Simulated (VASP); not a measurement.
Here is the system:

```xyz
2
Lattice="0.0000 2.7602 2.7602 2.7602 0.0000 2.7602 2.7602 2.7602 0.0000" Properties=species:S:1:pos:R:3 pbc="T T T"
Ta     0.0000     0.0000     0.0000
P      1.3801     1.3801     1.3801
```

All values below come from PBEsol GGA, VASP's PBE PAW potentials (set 64) (plane waves; VASP). Run with 400 eV cut-off, 13×13×13 Γ-centred mesh, tetrahedra with Blöchl corrections, potentials Ta_pv P.

Unless said otherwise, spin-orbit coupling is left out, though it shifts the bands of the heavy elements here.

Tabulate the total density of states (states/eV per cell) against energy (eV; zero at the valence-band maximum or, without a gap, the Fermi level).

```csv
E (eV),DOS (states/eV)
-9.97,0.00
-9.64,0.00
-9.30,0.00
-8.97,0.00
-8.64,0.00
-8.20,0.00
-7.87,0.00
-7.54,0.00
-7.21,0.00
-6.88,0.00
-6.54,0.00
-6.21,0.00
-5.88,0.04
-5.55,0.72
-5.22,1.75
-4.78,1.51
-4.45,0.32
-4.11,1.61
-3.78,4.76
-3.45,2.51
-3.12,1.85
-2.79,1.39
-2.46,0.00
-2.12,0.00
-1.79,0.00
-1.35,1.08
-1.02,1.07
-0.69,1.23
-0.36,1.35
-0.03,1.68
0.30,2.79
0.64,1.87
0.97,2.89
1.30,0.59
1.63,0.35
2.07,0.46
2.40,0.94
2.73,1.24
3.07,1.85
3.40,2.40
```
Within 2 eV below the Fermi level the largest weight inside VASP's projection spheres is Ta d.

The structure was generated: TaP was put into the zinc blende type (F-43m), which need not be its known phase. It was relaxed first, which changed the volume by -36 %.
